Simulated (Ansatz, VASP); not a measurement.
## H2CClF: VASP beside Ansatz

One calculation is typed for both programs; each brings its own data sets. How far apart do they land? The cell is taken from a series of runs on this material, whose earlier steps may have relaxed, scaled, displaced or heated it; both programs get it as it stands.

Method: plane waves, with VASP 6.6.1 beside it; single point at HSE06, in Ansatz 0.2.0.

### Step 1. The structure

Symmetry: P2_1, No. 4, monoclinic system. The conventional cell has a = 5.171 Å, b = 4.148 Å, c = 6.788 Å, α = 90.00°, β = 108.71°, γ = 90.00°. H has 1 C at 1.09 Å nearest. C has 2 H at 1.09 Å and 1 F at 1.38 Å and 1 Cl at 1.79 Å nearest. Cl has 1 C at 1.79 Å nearest. Nearest to F lie 1 C at 1.38 Å. Farther neighbours and most contacts between anions are not listed.

### Step 2. Ansatz: single point, HSE06

Ansatz runs on its PAW soft_1 files.

With cell and atoms fixed, the geometry can't cause a difference; cores, projectors, grids and the points listed under the comparison can.

Contents of input.yaml:

```yaml
crystal:
  lattice:
    - [5.171218, 0.0, 0.0]
    - [0.0, 4.1477, 0.0]
    - [-2.1777483901, 0.0, 6.4288463713]
  atoms:
    - { symbol: H, position: [0.2813073543, 0.3890398763, 0.1498904682] }
    - { symbol: H, position: [0.7186926457, 0.8890398763, 0.8501095318] }
    - { symbol: H, position: [0.5616515297, 0.1119466534, 0.2740524098] }
    - { symbol: H, position: [0.4383484703, 0.6119466534, 0.7259475902] }
    - { symbol: C, position: [0.3427193518, 0.1405099384, 0.1944696473] }
    - { symbol: C, position: [0.6572806482, 0.6405099384, 0.8055303527] }
    - { symbol: Cl, position: [0.1672237758, 0.0098731071, 0.3681150146] }
    - { symbol: Cl, position: [0.8327762242, 0.5098731071, 0.6318849854] }
    - { symbol: F, position: [0.2667534626, 0.9491304247, 0.0185675826] }
    - { symbol: F, position: [0.7332465374, 0.4491304247, 0.9814324174] }
kpoints:
  mp_grid: { grid: [4, 4, 2] }
  band_path:
    path:
      - [0.0, 0.0, 0.0]
      - [0.0, 0.5, 0.0]
      - [0.0, 0.5, 0.5]
      - [0.0, 0.0, 0.5]
      - [-0.5, 0.0, 0.5]
      - [-0.5, 0.5, 0.5]
      - [-0.5, 0.5, 0.0]
      - [-0.5, 0.0, 0.0]
      - [-0.5, 0.45, 0.0]
    npoints: 1
hamiltonian:
  xc: hse06
  pseudopotentials: { kind: paw, azcp: { folder: soft_1 } }
scf:
  occupations: { method: fixed }
  n_extra_bands: 7
output:
  eigenvalues: true
  write_density: true
  write_potential: true
  elf: true
  volumetric_format: npy
```

On the command line:

```bash
> ansatz run input.yaml --threads 2 --pin off --max-ram 92160MiB --backend cuda --events-out ev --progress --plain --runs-dir out --devices 1 --max-vram 13GiB
```

Numbers of over 12 decimals in the logs are rounded to 6 here.

Output:

```text
scf.n_extra_bands = 7 over 20 filled bands (N_el = 40.0): the run solves 27 bands
GPUs: using 1 of 1 available (devices: 1).
Engine: ansatz 0.2.0, x86_64-unknown-linux-gnu
Pseudopotentials: kind: paw
Pseudopotential: H, paw, valence charge 1, recommended cutoff 420 eV (normal), soft_1/H.paw.azcp
Pseudopotential: C, paw, valence charge 4, recommended cutoff 420 eV (normal), soft_1/C.paw.azcp
Pseudopotential: Cl, paw, valence charge 7, recommended cutoff 420 eV (normal), soft_1/Cl.paw.azcp
Pseudopotential: F, paw, valence charge 7, recommended cutoff 420 eV (normal), soft_1/F.paw.azcp
Functional definition: HSE06
  parameter a = 0.25
  parameter omega = 0.11/bohr
  exchange = pbe_x - a*pbe_x_sr(omega) + a*exact_x_sr(omega)
  correlation = pbe_c
davidson cushion auto → on  (no smearing: the cushion is to keep the highest requested band from converging to the state above it; pin scf.eigensolver.cushion to override)
device memory: the entry about to start is reckoned to put 1.1 GiB on a device that reports 55.6 GiB free (of which the cap on the GPU budget leaves the run 13.0 GiB)
GPU FFT provider: cuFFT
GPU libraries: cuBLAS 13.8.2, cuFFT 12.4.0, cuSOLVER 12.3.4
Crystal: 10 atoms, lattice volume = 137.890 Å³
Basis set: ecut = 420 eV, 2701 PW (Γ)
Bands: 27, of which v1, the nominal top of the filled ones, is band 20 counted from 1 (19 counted from 0)
Symmetry: 2 space group operations
Space group: P21 (ITA 4), of the structure as read, at distance tolerance 5.2e-5 Å
k-points: 18 of 32 (time reversal used)
Non-local potential: H, projectors of the file, l = 0: 2, l = 1: 1
Non-local potential: C, projectors of the file, l = 0: 2, l = 1: 2, l = 2: 1
Non-local potential: Cl, projectors of the file, l = 0: 2, l = 1: 2, l = 2: 1
Non-local potential: F, projectors of the file, l = 0: 2, l = 1: 2, l = 2: 1
PAW form: soft (Blöchl's): semilocal exchange-correlation on the pseudo side does not see the compensation charge
PAW frozen core: C, regenerated for the run's functional, and the local potential with it (the file was generated under x = pbe(κ = 0.804, μ = 0.219515), c = pbe(β = 0.066725))
PAW frozen core: Cl, regenerated for the run's functional, and the local potential with it (the file was generated under x = pbe(κ = 0.804, μ = 0.219515), c = pbe(β = 0.066725))
PAW frozen core: F, regenerated for the run's functional, and the local potential with it (the file was generated under x = pbe(κ = 0.804, μ = 0.219515), c = pbe(β = 0.066725))
PAW one-centre angular grid: H, 110 points (default); XC on 64 Gauss nodes
PAW one-centre angular grid: C, 110 points (default); XC on 64 Gauss nodes
PAW one-centre angular grid: Cl, 110 points (default); XC on 64 Gauss nodes
PAW one-centre angular grid: F, 110 points (default); XC on 64 Gauss nodes
Initial density: superposition of atomic densities (chi_scale 0.1, normalization cell, long waves kept (reshape's long-wave potential 0.57 eV rms))
Initial wavefunctions: pseudopotential atomic-orbital guess
GPU buffer pool allocated for 51840 grid points (all kernels)
GPU transforms: local potential and band sums: pruned to the plane-wave sphere, on 36×27×45
Functional: x = pbe(κ = 0.804, μ = 0.219515), c = pbe(β = 0.066725), warm-up for x = pbe(κ = 0.804, μ = 0.219515) + 0.25 (exact − pbe) at short range (hse, ω = 0.207870 Å⁻¹), c = pbe(β = 0.066725); HSE06 as pw.x's `hse` composes it (authors' and Libxc's form: `xc: wpbeh`)
SCF iter   1: F=—  HF=-4347.489297 eV  |F-HF|=—  |Δ(HF+E_count)|=         —  Δρ=1.21e-1  dr2=1.88e1  ethr=1.00e-1  ⟨swp⟩=5.3  Hψ=1780  notcnv=0
preconditioner: auto → none  [insulator: Δε(μ)=4.355 eV  Ē_g=12.582 eV  n_scr=26 (ndim 8)  ℏωp=19.0 eV  f_vac=0.045]
SCF iter   2: F=—  HF=-4343.396793 eV  |F-HF|=—  |Δ(HF+E_count)|=    4.09e0  Δρ=8.44e-2  dr2=5.91e0  ethr=4.69e-2  ⟨swp⟩=3.6  Hψ=1410  notcnv=0
iter 3 solved again at ethr=1.01e-3 eV; its pass at ethr=1.48e-2 eV (dr2=4.02e-1 eV) is discarded
SCF iter   3: F=—  HF=-4341.752603 eV  |F-HF|=—  |Δ(HF+E_count)|=    1.64e0  Δρ=2.44e-2  dr2=3.97e-1  ethr=1.01e-3  ⟨swp⟩=2.8  Hψ=2335  notcnv=0  defer=1
SCF iter   4: F=—  HF=-4341.650341 eV  |F-HF|=—  |Δ(HF+E_count)|=   1.02e-1  Δρ=5.06e-3  dr2=2.20e-2  ethr=9.92e-4  ⟨swp⟩=3.1  Hψ=1185  notcnv=0
SCF iter   5: F=-4341.647119 eV  HF=-4341.647905 eV  |F-HF|=7.86e-4  |Δ(HF+E_count)|=   2.44e-3  Δρ=1.30e-3  dr2=1.57e-3  ethr=5.49e-5  ⟨swp⟩=4.0  Hψ=1358  notcnv=0
SCF 1 stopped early in 5 iterations: F = -4341.647119 eV  dr2 = 1.57e-3
  greatest PAW one-centre occupation: 0.931 electrons in one spin orbital (limit 2), on the F atom at site 9 (counted from 0), in its partial waves of l = 0
device memory: the entry about to start is reckoned to put 1.5 GiB (of the 1.7 GiB reckoned in all, the device holds 0.1 GiB already) on a device that reports 55.3 GiB free (of which the cap on the GPU budget leaves the run 12.9 GiB)
GPU FFT provider: cuFFT
GPU libraries: cuBLAS 13.8.2, cuFFT 12.4.0, cuSOLVER 12.3.4
Initial density: handed on by an earlier stage of this run
Initial wavefunctions: those handed on with the density
GPU buffer pool allocated for 51840 grid points (all kernels)
GPU transforms: local potential and band sums: pruned to the plane-wave sphere, on 36×27×45
Functional: x = pbe(κ = 0.804, μ = 0.219515) + 0.25 (exact − pbe) at short range (hse, ω = 0.207870 Å⁻¹), c = pbe(β = 0.066725); HSE06 as pw.x's `hse` composes it (authors' and Libxc's form: `xc: wpbeh`)
Exchange kernel: α = 0.2500, screened, ω = 0.2079 Å⁻¹, Wigner–Seitz truncation, v(0) = 1031.1858 eV·Å³, q-mesh 4×4×2, nearest image of the exchange supercell L = 13.58 Å, pair-density grid 24×20×30, without the augmentation charges, whose exchange is taken in its separable form by FFT convolution over the k-point mesh (sized by the pseudopotential files, 36×30×45 at the most), smooth part of the exact exchange by density-matrix convolution in up to 2.67 GiB of GPU memory as planned if the GPU has room (build and FFT work areas not counted)
Frozen-core exchange: fock
SCF iter   1: F=—  HF=-4342.702852 eV  |F-HF|=—  |Δ(HF+E_count)|=         —  Δρ=6.95e-3  dr2=5.55e-2  ethr=3.93e-5  ⟨swp⟩=7.2  Hψ=2313  notcnv=0
preconditioner: auto → none  [insulator: Δε(μ)=7.761 eV  Ē_g=15.339 eV  n_scr=26 (ndim 8)  ℏωp=19.0 eV  f_vac=0.119]
SCF iter   2: F=—  HF=-4342.686231 eV  |F-HF|=—  |Δ(HF+E_count)|=   1.66e-2  Δρ=2.18e-3  dr2=5.24e-3  ethr=3.93e-5  ⟨swp⟩=4.0  Hψ=1481  notcnv=0
SCF iter   3: F=—  HF=-4342.695054 eV  |F-HF|=—  |Δ(HF+E_count)|=   8.82e-3  Δρ=1.01e-3  dr2=1.18e-3  ethr=1.07e-5  ⟨swp⟩=4.1  Hψ=1518  notcnv=0
SCF iter   4: F=—  HF=-4342.694658 eV  |F-HF|=—  |Δ(HF+E_count)|=   3.96e-4  Δρ=1.92e-4  dr2=4.59e-5  ethr=2.84e-6  ⟨swp⟩=3.1  Hψ=1256  notcnv=0
SCF iter   5: F=—  HF=-4342.694810 eV  |F-HF|=—  |Δ(HF+E_count)|=   1.52e-4  Δρ=1.97e-4  dr2=3.90e-5  ethr=7.89e-8  ⟨swp⟩=5.1  Hψ=1771  notcnv=0
SCF iter   6: F=-4342.694797 eV  HF=-4342.694798 eV  |F-HF|=8.23e-7  |Δ(HF+E_count)|=   1.26e-5  Δρ=2.94e-5  dr2=1.48e-6  ethr=7.89e-8  ⟨swp⟩=3.3  Hψ=1313  notcnv=0
SCF 2 stopped early in 6 iterations: F = -4342.694797 eV  dr2 = 1.48e-6
  greatest PAW one-centre occupation: 0.934 electrons in one spin orbital (limit 2), on the F atom at site 9 (counted from 0), in its partial waves of l = 0
hybrid outer 1: dexx = +1.125e-2 eV, tail = 2.46e-5 eV
GPU FFT provider: cuFFT
GPU libraries: cuBLAS 13.8.2, cuFFT 12.4.0, cuSOLVER 12.3.4
GPU buffer pool allocated for 51840 grid points (all kernels)
GPU transforms: local potential and band sums: pruned to the plane-wave sphere, on 36×27×45
Exchange kernel: α = 0.2500, screened, ω = 0.2079 Å⁻¹, Wigner–Seitz truncation, v(0) = 1031.1858 eV·Å³, q-mesh 4×4×2, nearest image of the exchange supercell L = 13.58 Å, pair-density grid 24×20×30, without the augmentation charges, whose exchange is taken in its separable form by FFT convolution over the k-point mesh (sized by the pseudopotential files, 36×30×45 at the most), smooth part of the exact exchange by density-matrix convolution in up to 2.67 GiB of GPU memory as planned if the GPU has room (build and FFT work areas not counted)
Frozen-core exchange: fock
SCF iter   1: F=—  HF=-4342.694986 eV  |F-HF|=—  |Δ(HF+E_count)|=         —  Δρ=4.61e-5  dr2=1.53e-6  ethr=3.08e-7  ⟨swp⟩=4.1  Hψ=1312  notcnv=0
preconditioner: auto → none  [insulator: Δε(μ)=7.742 eV  Ē_g=15.304 eV  n_scr=26 (ndim 8)  ℏωp=19.0 eV  f_vac=0.134]
SCF iter   2: F=—  HF=-4342.694986 eV  |F-HF|=—  |Δ(HF+E_count)|=   2.59e-7  Δρ=1.84e-5  dr2=3.68e-7  ethr=3.53e-9  ⟨swp⟩=4.0  Hψ=1425  notcnv=0
SCF iter   3: F=-4342.694986 eV  HF=-4342.694986 eV  |F-HF|=3.40e-8  |Δ(HF+E_count)|=   4.38e-8  Δρ=6.47e-6  dr2=6.58e-8  ethr=6.34e-10  ⟨swp⟩=3.6  Hψ=1466  notcnv=0
SCF 3 converged in 3 iterations: F = -4342.694986 eV  dr2 = 6.58e-8
hybrid outer 2: dexx = +4.103e-7 eV, tail = 1.45e-7 eV, Δε = 6.25e-4 eV (about 5.07e-5 eV left of the loop's levels)
device memory: the entry about to start is reckoned to put 0.6 GiB on a device that reports 51.0 GiB free (of which the cap on the GPU budget leaves the run 13.0 GiB)
NSCF: frozen V_eff on 9 k-points, pencils in batches of 32, up to order 120
hybrid SCF converged: 2 outer / 9 inner (+5 warm-up), last move |dexx| = 4.10e-7 eV, tail = 1.45e-7 eV
Stability not checked: this state was not tested for a lower state beside it, because the functional holds exact exchange (a hybrid, or Hartree-Fock), whose exchange loop this test does not read (fock_operator; see scf.lower_state_search)
Free energy (F): -4342.694987 eV
Frozen-core exchange: fock
Harris-Foulkes:  -4342.694987 eV  (|F-HF|=3.40e-8)
Internal energy: -4342.694987 eV  (E = F + TS)
E sigma→0 (E₀):  -4342.694987 eV
Fermi energy:    -1.984070 eV
--- Per-component energies (eV) ---
  E_band       = -379.202978
  E_kinetic    = 928.915415
  E_local      = -2774.545728  (includes V_loc(G=0)·N_el)
  E_nonlocal   = 281.767510
  E_hartree    = 1007.117866
  E_xc         = -398.545441
  E_vxc        = -469.446326  (∫ρ·V_xc dr)
  E_exx        = -108.426076  (= α·E_x^exact, valence–valence)
  E_paw        = -1919.948833  (= ΣΔE_a)
  E_vpaw       = -143.284090  (= ΣTr[D̂ρ^β])
  E_aug_tail   = -0.002791  (compensation charges beyond the density's cutoff)
  E_ewald      = -1358.709776
  E_core_change = -0.317132  (= ΣΔE_core)
  E_smearing   = -0.000000  (= −TS)
  E_closure    = -0.000000  (closes the sum)
  Σ components = -4342.694987   (vs F -4342.694987, Δ=9.09e-13)
--- Band table (eV; the first three rows and the last of 18) ---
  k-point 0: bands = [... 16 lower, -2.6854, -2.6470, -2.6057, -2.1367, 6.1623, 6.4781, 6.6569, 8.0023, ... 3 higher]
  k-point 1: bands = [... 16 lower, -2.8515, -2.5055, -2.5032, -2.1741, 6.2289, 6.3044, 6.9055, 7.5371, ... 3 higher]
  k-point 2: bands = [... 16 lower, -2.7366, -2.7341, -2.4999, -2.1528, 6.0928, 6.5104, 7.0888, 8.1919, ... 3 higher]
  k-point 17: bands = [... 16 lower, -2.7427, -2.7427, -1.9841, -1.9841, 6.3817, 6.3817, 7.5610, 7.5610, ... 3 higher]
```

(Part 1 of 2 ends here.)

[Lines on the potential files, build, host, timing and source positions are cut from VASP's logs without a mark.]

[Logs are printed without paths, hosts, clocks, repeated set-up lines and the standing remarks that a program may print on its own settings, such as how far it seeks lower states.]

[Hosts, paths, dates, database ids (printed as entryN), source tags and the programs' standing remarks are cut or masked in the printed files.]
